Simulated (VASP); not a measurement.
# SiN with LDA: from relaxation to properties, part 4 of 7

What structure does SiN take at this level, and what are its properties? The cell is invented: it takes the structure of a Materials Project entry for ZrN (space group 164 there), with some of its atoms replaced by other elements, volume scaled by an estimate. It may not be a known or stable phase.

VASP 6.6.1, plane waves and PAW; the level of theory is named at each step.

So far. Step 5 (Band structure (LDA)): Of the bands kept, 2 cross the Fermi level on this path. Step 6 (Total and projected DOS (LDA)): The finer mesh and the other smearing move the Fermi level by +0.00 eV from the 11×11×5 run, a small shift, which tests the Fermi level alone. Of the states within 0.3 eV of the Fermi level, the largest shares in the PAW spheres are Si p 17 %, N p 16 % and Si s 15 %. The rest lies in smaller channels or between the spheres.

## (7) Optical spectrum (LDA)

Level of this step: LDA; plane waves and PAW (Si, N); invented cell (VASP).

LOPTICS sums transitions from filled to empty bands. NBANDS is raised for it.

The input, INCAR:

```
SYSTEM = SiN
PREC = Accurate
ENCUT = 520
EDIFF = 1E-06
NELM = 100
ISMEAR = 0
SIGMA = 0.05
LREAL = .FALSE.
ALGO = Normal
GGA = CA
NBANDS = 41
LORBIT = 11
LWAVE = .FALSE.
LCHARG = .FALSE.
KPAR = 2
LOPTICS = .TRUE.
NEDOS = 1500
CSHIFT = 0.1
```

The input, POSCAR:

```
SiN
1.0
    2.7096700738      0.0000000000      0.0000000000
   -1.3548350369      2.3466431169      0.0000000000
    0.0000000000      0.0000000000      5.2455828820
Si N
2 2
Direct
    0.6666666670      0.3333333330      0.7500000000
    0.3333333330      0.6666666670      0.2500000000
    0.0000000000      0.0000000000      0.0000000000
    0.0000000000      0.0000000000      0.5000000000
```

The input, KPOINTS:

```
Automatic mesh
0
Gamma
17 17 8
0 0 0
```

The projector-augmented-wave data sets are Si and N (LDA family, release 64).

Command:

```sh
$ mpirun -np 2 vasp_std
```

The program printed:

```text
[... set-up lines as in an earlier step ...]
 entering main loop
       N       E                     dE             d eps       ncg     rms          rms(c)
DAV:   1     0.428710686483E+02    0.42871E+02   -0.72918E+03 13530   0.413E+02
DAV:   2    -0.298458723207E+02   -0.72717E+02   -0.68543E+02 16629   0.115E+02
DAV:   3    -0.316768764993E+02   -0.18310E+01   -0.18108E+01 16426   0.145E+01
DAV:   4    -0.316804965805E+02   -0.36201E-02   -0.36197E-02 15632   0.734E-01
DAV:   5    -0.316805024980E+02   -0.59175E-05   -0.59175E-05 16365   0.310E-02    0.107E+01
DAV:   6    -0.294939541456E+02    0.21865E+01   -0.11490E+00 14799   0.696E+00    0.454E+00
DAV:   7    -0.294784110856E+02    0.15543E-01   -0.21400E-01 16231   0.161E+00    0.266E+00
DAV:   8    -0.294559912792E+02    0.22420E-01   -0.22737E-02 15282   0.585E-01    0.205E-01
DAV:   9    -0.294552815451E+02    0.70973E-03   -0.67880E-04 16974   0.136E-01    0.104E-01
DAV:  10    -0.294552846403E+02   -0.30951E-05   -0.11478E-04 15491   0.365E-02    0.212E-02
DAV:  11    -0.294552835690E+02    0.10713E-05   -0.71828E-07 12428   0.345E-03    0.123E-02
DAV:  12    -0.294552830982E+02    0.47082E-06   -0.60406E-07  8966   0.324E-03
   1 F= -.29455283E+02 E0= -.29454711E+02  d E =-.114507E-02
 optical routines
 imaginary and real dielectric function
 recalculating local potential from charge density
 direction            1
 direction            2
 direction            3
```

The job ended after 39 s (2 MPI ranks of Intel Xeon 6975P-C (Granite Rapids), shared host; peak memory 0.69 GiB; 75 s of CPU time).

Parts of OUTCAR (step 7):

```text
   k-points           NKPTS =    165   k-points in BZ     NKDIM =    165   number of bands    NBANDS=     41

   NELECT =      18.0000    total number of electrons

 E-fermi :  13.6263

 k-point     1 :       0.0000    0.0000    0.0000
  band No.  band energies     occupation
    ...
      5       9.8184      2.00000
      6       9.8184      2.00000
      7      11.0065      2.00000
      8      11.0066      2.00000
      9      11.6013      2.00000
     10      17.9266      0.00000
     11      18.7070      0.00000
     12      19.3123      0.00000
     13      20.0140      0.00000
     14      20.0140      0.00000
    ...

  Total       -0.1813748     -0.1813748     -0.3691896      0.0000000     -0.0000000     -0.0000000
  in kB       -8.7122514     -8.7122514    -17.7338412      0.0000000     -0.0000000     -0.0000000
  external PRESSURE =     -11.7194480 kB  Pullay stress =       0.0000000 kB

 POSITION                                       TOTAL-FORCE (eV/Angst)
 -----------------------------------------------------------------------------------
      1.35484      0.78221      3.93419         0.000000     -0.000000      0.000000
     -0.00000      1.56443      1.31140        -0.000000      0.000000      0.000000
      0.00000      0.00000      0.00000         0.000000      0.000000      0.000000
      0.00000      0.00000      2.62279         0.000000      0.000000      0.000000
 -----------------------------------------------------------------------------------
    total drift:                               -0.000000      0.000000     -0.000000

  FREE ENERGIE OF THE ION-ELECTRON SYSTEM (eV)
  ---------------------------------------------------
  free  energy   TOTEN  =       -29.4552830982 eV

  energy  without entropy=      -29.4541380322  energy(sigma->0) =      -29.45471057

 plasma frequency squared (from intraband transitions) (eV^2)
  --------------------------------------------------------------------------------------
      72.462       0.000       0.000
       0.000      72.462      -0.000
       0.000      -0.000      83.196

[... 8 parts as in an earlier step ...]

[... 8 further parts left out ...]
```

These are independent-particle spectra without excitons or local fields, and fine structure depends on the mesh and on CSHIFT. The intraband (Drude) part is not in this spectrum.

This step gave:

```yaml
bands: 41
free_energy_toten: -29.46 eV
energy_at_zero_smearing: -29.45 eV
pressure: -1.172 GPa
```

The imaginary dielectric function has structure finer than the step of the table below, so its rows give means over 1 eV, whole bins alone (the curve runs from 0 to 25.0 eV). Peaks (eV: height): xx 0.3: 65.7, 7.3: 12.7; zz 0.3: 5.91, 1.6: 31.6, 2.4: 10.7, 4.9: 9.64, 7.0: 11.6.

Table of imaginary dielectric function by photon energy; means over each step:

| photon energy (eV) | xx | zz |
| --- | --- | --- |
| 1 | 3.72 | 4.41 |
| 2 | 5.74 | 14.0 |
| 3 | 6.37 | 2.85 |
| 4 | 4.94 | 2.55 |
| 5 | 3.62 | 7.01 |
| 6 | 8.32 | 8.59 |
| 7 | 11.2 | 9.26 |
| 8 | 10.2 | 6.58 |
| 9 | 8.37 | 4.75 |
| 10 | 5.71 | 4.62 |
| 11 | 4.44 | 4.38 |
| 12 | 2.98 | 3.45 |
| 13 | 2.69 | 3.04 |
| 14 | 2.78 | 2.30 |
| 15 | 2.05 | 1.87 |
| 16 | 1.73 | 1.19 |
| 17 | 1.28 | 0.998 |
| 18 | 0.944 | 0.784 |
| 19 | 0.777 | 0.698 |
| 20 | 0.631 | 0.495 |
| 21 | 0.510 | 0.446 |
| 22 | 0.400 | 0.401 |
| 23 | 0.313 | 0.328 |
| 24 | 0.272 | 0.259 |

The real dielectric function by photon energy:

| photon energy (eV) | xx | zz |
| --- | --- | --- |
| 0.0 | 66.3 | 18.9 |
| 0.5 | -4.68 | 13.3 |
| 1.0 | 6.77 | 17.9 |
| 1.5 | 12.2 | 24.9 |
| 2.0 | 8.09 | 0.299 |
| 2.5 | 8.02 | -0.421 |
| 3.0 | 9.08 | 3.19 |
| 3.5 | 6.81 | 5.71 |
| 4.0 | 5.43 | 7.78 |
| 4.5 | 5.30 | 10.3 |
| 5.0 | 7.63 | 4.65 |
| 5.5 | 10.1 | 7.87 |
| 6.0 | 8.27 | 3.28 |
| 6.5 | 7.44 | 4.31 |
| 7.0 | 5.11 | 1.56 |
| 7.5 | 1.29 | -0.444 |
| 8.0 | 2.03 | 0.0934 |
| 8.5 | -0.262 | -0.481 |
| 9.0 | -3.43 | -0.268 |
| 9.5 | -2.38 | 0.289 |
| 10.0 | -1.44 | -0.697 |
| 10.5 | -2.67 | 0.394 |
| 11.0 | -2.94 | -1.53 |
| 11.5 | -2.23 | -1.23 |
| 12.0 | -1.41 | -0.130 |
| 12.5 | -1.44 | -1.20 |
| 13.0 | -1.23 | -1.41 |
| 13.5 | -0.819 | -1.44 |
| 14.0 | -1.48 | -1.42 |
| 14.5 | -1.48 | -1.13 |
| 15.0 | -1.35 | -1.45 |
| 15.5 | -1.27 | -1.29 |
| 16.0 | -1.26 | -1.13 |
| 16.5 | -1.29 | -0.930 |
| 17.0 | -1.16 | -0.632 |
| 17.5 | -1.12 | -0.749 |
| 18.0 | -0.970 | -0.851 |
| 18.5 | -0.890 | -0.482 |
| 19.0 | -0.699 | -0.517 |
| 19.5 | -0.629 | -0.419 |
| 20.0 | -0.594 | -0.300 |
| 20.5 | -0.479 | -0.211 |
| 21.0 | -0.470 | -0.163 |
| 21.5 | -0.373 | -0.124 |
| 22.0 | -0.249 | -0.0287 |
| 22.5 | -0.249 | -0.0674 |
| 23.0 | -0.172 | -0.00111 |
| 23.5 | -0.0776 | 0.0493 |
| 24.0 | -0.0320 | 0.123 |
| 24.5 | 0.00285 | 0.142 |

At these settings, which differ from those of the relaxation, the cell is under a tension of 1.2 GPa.

## (8) Volume scan with LDA, volume scale 0.94

An equation of state needs energies on both sides of the minimum, all on one mesh and cutoff.

INCAR: that of step 7 with these lines changed.

```diff
@@ -10,3 +10,3 @@
 GGA = CA
-NBANDS = 41
+NBANDS = 15
 LORBIT = 11
@@ -15,4 +15,2 @@
 KPAR = 2
-LOPTICS = .TRUE.
-NEDOS = 1500
-CSHIFT = 0.1
+ISIF = 2
```

The input, POSCAR:

```
SiN
1.0
    2.6543551635      0.0000000000      0.0000000000
   -1.3271775817      2.2987389994      0.0000000000
    0.0000000000      0.0000000000      5.1385001233
Si N
2 2
Direct
    0.6666666670      0.3333333330      0.7500000000
    0.3333333330      0.6666666670      0.2500000000
    0.0000000000      0.0000000000      0.0000000000
    0.0000000000      0.0000000000      0.5000000000
```

The input, KPOINTS:

```
Automatic mesh
0
Gamma
11 11 5
0 0 0
```

Command:

```sh
$ mpirun -np 2 vasp_std
```

The program printed:

```text
[... set-up lines as in an earlier step ...]
 entering main loop
       N       E                     dE             d eps       ncg     rms          rms(c)
DAV:   1     0.367714317384E+02    0.36771E+02   -0.89858E+03  1440   0.113E+03
DAV:   2    -0.295116581544E+02   -0.66283E+02   -0.62976E+02  1982   0.190E+02
DAV:   3    -0.316357998019E+02   -0.21241E+01   -0.21032E+01  1965   0.337E+01
DAV:   4    -0.316449231780E+02   -0.91234E-02   -0.91217E-02  1769   0.257E+00
DAV:   5    -0.316450009505E+02   -0.77772E-04   -0.77765E-04  1972   0.200E-01    0.115E+01
DAV:   6    -0.293735768604E+02    0.22714E+01   -0.70201E+00  1790   0.192E+01    0.583E+00
DAV:   7    -0.293685600844E+02    0.50168E-02   -0.35916E-01  1741   0.434E+00    0.260E+00
DAV:   8    -0.293500428797E+02    0.18517E-01   -0.20685E-02  1853   0.122E+00    0.744E-01
DAV:   9    -0.293473423396E+02    0.27005E-02   -0.25369E-03  1923   0.397E-01    0.939E-02
DAV:  10    -0.293473494920E+02   -0.71524E-05   -0.19873E-04  1944   0.101E-01    0.475E-02
DAV:  11    -0.293473459304E+02    0.35615E-05   -0.12572E-05  1909   0.262E-02    0.976E-03
DAV:  12    -0.293473457851E+02    0.14539E-06   -0.94749E-07  1343   0.798E-03
   1 F= -.29347346E+02 E0= -.29346796E+02  d E =-.110028E-02
```

Elapsed: 5 s, on 2 MPI ranks; peak memory 0.24 GiB; 8.8 s of CPU time.

OUTCAR, selected parts (step 8):

```text
   ENCUT  =  520.0 eV  38.22 Ry    6.18 a.u.   4.94  4.94  9.55*2*pi/ulx,y,z

   NELECT =      18.0000    total number of electrons

 E-fermi :  14.7938

 k-point     1 :       0.0000    0.0000    0.0000
  band No.  band energies     occupation
    ...
      5      10.6407      2.00000
      6      10.6407      2.00000
      7      11.8995      2.00000
      8      11.8995      2.00000
      9      13.1141      2.00000
     10      19.3752      0.00000
     11      20.3197      0.00000
     12      20.3887      0.00000
     13      21.4348      0.00000
     14      21.4348      0.00000
    ...

  Total        2.2225935      2.2225935      3.5096153      0.0000000      0.0000000      0.0000000
  in kB      113.5757345    113.5757342    179.3432449      0.0000000      0.0000000      0.0000000
  external PRESSURE =     135.4982379 kB  Pullay stress =       0.0000000 kB

 POSITION                                       TOTAL-FORCE (eV/Angst)
 -----------------------------------------------------------------------------------
      1.32718      0.76625      3.85388         0.000000      0.000000      0.000000
     -0.00000      1.53249      1.28463        -0.000000     -0.000000      0.000000
      0.00000      0.00000      0.00000        -0.000000     -0.000000      0.000000
      0.00000      0.00000      2.56925        -0.000000     -0.000000      0.000000
 -----------------------------------------------------------------------------------
    total drift:                               -0.000000      0.000000     -0.000000

  FREE ENERGIE OF THE ION-ELECTRON SYSTEM (eV)
  ---------------------------------------------------
  free  energy   TOTEN  =       -29.3473457851 eV

  energy  without entropy=      -29.3462455089  energy(sigma->0) =      -29.34679565

[... 4 parts as in an earlier step ...]

[... 12 further parts left out ...]
```

The scan keeps the cell's shape and the fractional positions fixed.

Numbers from this step:

```
bands                   : 15
irreducible k-points    : 48
free energy (TOTEN)     : -29.35 eV
energy at zero smearing : -29.35 eV
Fermi energy            : 14.79 eV
pressure                : 13.55 GPa
```

The pressure here is 13.55 GPa.

## (9) Volume scan with LDA, volume scale 0.96

INCAR is that of step 8.

The input, POSCAR:

```
SiN
1.0
    2.6730484214      0.0000000000      0.0000000000
   -1.3365242107      2.3149278356      0.0000000000
    0.0000000000      0.0000000000      5.1746879362
Si N
2 2
Direct
    0.6666666670      0.3333333330      0.7500000000
    0.3333333330      0.6666666670      0.2500000000
    0.0000000000      0.0000000000      0.0000000000
    0.0000000000      0.0000000000      0.5000000000
```

KPOINTS is that of step 8.

Command:

```sh
$ mpirun -np 2 vasp_std
```

The program printed:

```text
[... set-up lines as in an earlier step ...]
 entering main loop
       N       E                     dE             d eps       ncg     rms          rms(c)
DAV:   1     0.412761201199E+02    0.41276E+02   -0.89312E+03  1440   0.112E+03
DAV:   2    -0.291886216829E+02   -0.70465E+02   -0.66451E+02  1940   0.191E+02
DAV:   3    -0.316597657380E+02   -0.24711E+01   -0.24078E+01  1937   0.353E+01
DAV:   4    -0.316718397879E+02   -0.12074E-01   -0.12070E-01  1720   0.283E+00
DAV:   5    -0.316719336469E+02   -0.93859E-04   -0.93850E-04  1965   0.220E-01    0.112E+01
DAV:   6    -0.294190789742E+02    0.22529E+01   -0.70247E+00  1769   0.191E+01    0.564E+00
DAV:   7    -0.294148425487E+02    0.42364E-02   -0.35826E-01  1734   0.437E+00    0.254E+00
DAV:   8    -0.293961986017E+02    0.18644E-01   -0.22128E-02  1881   0.126E+00    0.722E-01
DAV:   9    -0.293935282919E+02    0.26703E-02   -0.25175E-03  1916   0.398E-01    0.911E-02
DAV:  10    -0.293935393534E+02   -0.11061E-04   -0.23290E-04  1916   0.107E-01    0.497E-02
DAV:  11    -0.293935339885E+02    0.53649E-05   -0.20393E-05  1895   0.328E-02    0.102E-02
DAV:  12    -0.293935338058E+02    0.18270E-06   -0.14317E-06  1494   0.975E-03
   1 F= -.29393534E+02 E0= -.29392487E+02  d E =-.209453E-02
```

Elapsed: 5 s, on 2 MPI ranks; peak memory 0.25 GiB.

From OUTCAR (step 9):

```text
   ENCUT  =  520.0 eV  38.22 Ry    6.18 a.u.   4.97  4.97  9.62*2*pi/ulx,y,z

   NELECT =      18.0000    total number of electrons

 E-fermi :  14.3916

 k-point     1 :       0.0000    0.0000    0.0000
  band No.  band energies     occupation
    ...
      5      10.3569      2.00000
      6      10.3569      2.00000
      7      11.5914      2.00000
      8      11.5914      2.00000
      9      12.5931      2.00000
     10      18.8757      0.00000
     11      19.8067      0.00000
     12      19.9700      0.00000
     13      20.9457      0.00000
     14      20.9457      0.00000
    ...

  Total        1.4770486      1.4770486      2.1572703      0.0000000      0.0000000      0.0000000
  in kB       73.9055258     73.9055256    107.9410662      0.0000000      0.0000000      0.0000000
  external PRESSURE =      85.2507059 kB  Pullay stress =       0.0000000 kB

 POSITION                                       TOTAL-FORCE (eV/Angst)
 -----------------------------------------------------------------------------------
      1.33652      0.77164      3.88102         0.000000      0.000000      0.000000
     -0.00000      1.54329      1.29367        -0.000000     -0.000000      0.000000
      0.00000      0.00000      0.00000        -0.000000      0.000000      0.000000
      0.00000      0.00000      2.58734        -0.000000      0.000000      0.000000
 -----------------------------------------------------------------------------------
    total drift:                               -0.000000      0.000000     -0.000000

  FREE ENERGIE OF THE ION-ELECTRON SYSTEM (eV)
  ---------------------------------------------------
  free  energy   TOTEN  =       -29.3935338058 eV

  energy  without entropy=      -29.3914392752  energy(sigma->0) =      -29.39248654

[... 4 parts as in an earlier step ...]

[... 12 further parts left out ...]
```

Numbers from this step:

| Property | Result |
| --- | --- |
| free energy (TOTEN) | -29.39 eV |
| energy at zero smearing | -29.39 eV |
| Fermi energy | 14.39 eV |
| pressure | 8.525 GPa |

The pressure falls from 13.55 to 8.53 GPa.

The run ends at a pressure of 8.53 GPa.

## (10) Volume scan with LDA, volume scale 0.98

INCAR is that of step 9.

The input, POSCAR:

```
SiN
1.0
    2.6914838206      0.0000000000      0.0000000000
   -1.3457419103      2.3308933597      0.0000000000
    0.0000000000      0.0000000000      5.2103765670
Si N
2 2
Direct
    0.6666666670      0.3333333330      0.7500000000
    0.3333333330      0.6666666670      0.2500000000
    0.0000000000      0.0000000000      0.0000000000
    0.0000000000      0.0000000000      0.5000000000
```

KPOINTS is that of step 9.

Command:

```sh
$ mpirun -np 2 vasp_std
```

The program printed:

```text
[... set-up lines as in an earlier step ...]
 entering main loop
       N       E                     dE             d eps       ncg     rms          rms(c)
DAV:   1     0.402350864628E+02    0.40235E+02   -0.89469E+03  1440   0.113E+03
DAV:   2    -0.293155260218E+02   -0.69551E+02   -0.65384E+02  1999   0.189E+02
DAV:   3    -0.316682681879E+02   -0.23527E+01   -0.23407E+01  1972   0.348E+01
DAV:   4    -0.316794407528E+02   -0.11173E-01   -0.11171E-01  1762   0.280E+00
[...]
DAV:   9    -0.294202700614E+02    0.27556E-02   -0.28444E-03  1902   0.418E-01    0.909E-02
DAV:  10    -0.294202790351E+02   -0.89737E-05   -0.19592E-04  1881   0.102E-01    0.461E-02
DAV:  11    -0.294202788400E+02    0.19503E-06   -0.34873E-06  1944   0.147E-02
   1 F= -.29420279E+02 E0= -.29419187E+02  d E =-.218320E-02
```

Run time: 6.4 s. Hardware: 2 MPI ranks; peak memory 0.24 GiB; 12 s of CPU time.

Parts of OUTCAR (step 10):

```text
  Total        0.7516706      0.7516706      0.9805217      0.0000000      0.0000000      0.0000000
  in kB       36.8429890     36.8429889     48.0600834      0.0000000      0.0000000      0.0000000
  external PRESSURE =      40.5820204 kB  Pullay stress =       0.0000000 kB

 POSITION                                       TOTAL-FORCE (eV/Angst)
 -----------------------------------------------------------------------------------
      1.34574      0.77696      3.90778         0.000000     -0.000000      0.000000
     -0.00000      1.55393      1.30259        -0.000000      0.000000      0.000000
      0.00000      0.00000      0.00000         0.000000      0.000000      0.000000
      0.00000      0.00000      2.60519        -0.000000      0.000000      0.000000
 -----------------------------------------------------------------------------------
    total drift:                               -0.000000      0.000000     -0.000000

  FREE ENERGIE OF THE ION-ELECTRON SYSTEM (eV)
  ---------------------------------------------------
  free  energy   TOTEN  =       -29.4202788400 eV

  energy  without entropy=      -29.4180956407  energy(sigma->0) =      -29.41918724

[... 1 part as in an earlier step ...]

[... 2 further parts left out ...]
[key lines of the parts left out:]
E-fermi :  14.0061
```

The pressure falls from 8.53 to 4.06 GPa.

The run ends at a pressure of 4.06 GPa.

## (11) Volume scan with LDA, volume scale 1

INCAR is that of step 10.

The input, POSCAR:

```
SiN
1.0
    2.7096700738      0.0000000000      0.0000000000
   -1.3548350369      2.3466431169      0.0000000000
    0.0000000000      0.0000000000      5.2455828820
Si N
2 2
Direct
    0.6666666670      0.3333333330      0.7500000000
    0.3333333330      0.6666666670      0.2500000000
    0.0000000000      0.0000000000      0.0000000000
    0.0000000000      0.0000000000      0.5000000000
```

KPOINTS is that of step 10.

Command:

```sh
$ mpirun -np 2 vasp_std
```

The program printed:

```text
[... set-up lines as in an earlier step ...]
 entering main loop
       N       E                     dE             d eps       ncg     rms          rms(c)
DAV:   1     0.395000554611E+02    0.39500E+02   -0.89671E+03  1440   0.113E+03
DAV:   2    -0.292889481169E+02   -0.68789E+02   -0.65023E+02  1977   0.187E+02
DAV:   3    -0.316573313240E+02   -0.23684E+01   -0.23576E+01  1951   0.349E+01
DAV:   4    -0.316691381370E+02   -0.11807E-01   -0.11804E-01  1755   0.282E+00
[...]
DAV:  10    -0.294290866168E+02   -0.15402E-04   -0.24824E-04  1874   0.111E-01    0.490E-02
DAV:  11    -0.294290838611E+02    0.27557E-05   -0.96852E-06  1888   0.234E-02    0.109E-02
DAV:  12    -0.294290836375E+02    0.22360E-06   -0.95610E-07  1336   0.811E-03
   1 F= -.29429084E+02 E0= -.29428054E+02  d E =-.205945E-02
```

The job ended after 5 s (2 MPI ranks; peak memory 0.24 GiB).

Parts of OUTCAR (step 11):

```text
  Total       -0.0169397     -0.0169397     -0.0321589      0.0000000      0.0000000      0.0000000
  in kB       -0.8136900     -0.8136900     -1.5447360      0.0000000      0.0000000      0.0000000
  external PRESSURE =      -1.0573720 kB  Pullay stress =       0.0000000 kB

 POSITION                                       TOTAL-FORCE (eV/Angst)
 -----------------------------------------------------------------------------------
      1.35484      0.78221      3.93419        -0.000000     -0.000000      0.000000
     -0.00000      1.56443      1.31140         0.000000      0.000000      0.000000
      0.00000      0.00000      0.00000        -0.000000      0.000000      0.000000
      0.00000      0.00000      2.62279         0.000000      0.000000      0.000000
 -----------------------------------------------------------------------------------
    total drift:                               -0.000000      0.000000     -0.000000

  FREE ENERGIE OF THE ION-ELECTRON SYSTEM (eV)
  ---------------------------------------------------
  free  energy   TOTEN  =       -29.4290836375 eV

  energy  without entropy=      -29.4270241837  energy(sigma->0) =      -29.42805391

[... 2 parts as in an earlier step ...]

[... 1 further part left out ...]
[key lines of the parts left out:]
E-fermi :  13.6297
```

The pressure falls from 4.06 to -0.11 GPa, so it vanishes between these two volumes.

(Continued in part 5 of 7.)

[Lines on the potential files, build, host, timing and source positions are cut from VASP's logs without a mark.]

[Logs are printed without paths, hosts, clocks, repeated set-up lines and the standing remarks that a program may print on its own settings, such as how far it seeks lower states.]

[Hosts, paths, dates, database ids (printed as entryN), source tags and the programs' standing remarks are cut or masked in the printed files.]

[A measured line is paired with the nearest computed mode of its activity, which favours agreement.]
